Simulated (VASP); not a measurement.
Input:

```
Pb
1.0
    0.00000     2.41920     2.41920
    2.41920     0.00000     2.41920
    2.41920     2.41920     0.00000
Pb
1
Direct
  0.00000   0.00000   0.00000
```

Computed with LDA (Ceperley-Alder, Perdew-Zunger), VASP's LDA PAW potentials (set 64) (plane waves; VASP). Numerical set-up: 520 eV cut-off, 13×13×13 Γ-centred mesh, first-order Methfessel-Paxton smearing of 0.10 eV, potentials Pb_d.

Task: Give the stress tensor in GPa (positive for a compressed cell).

Result: 
```
1.43  0.00  0.00
0.00  1.43  0.00
0.00  0.00  1.43
```
The pressure is its mean diagonal, 1.43 GPa.

The compound is Pb in the fcc structure. This cell is one point of a volume scan, at 0.97 of the reference volume.
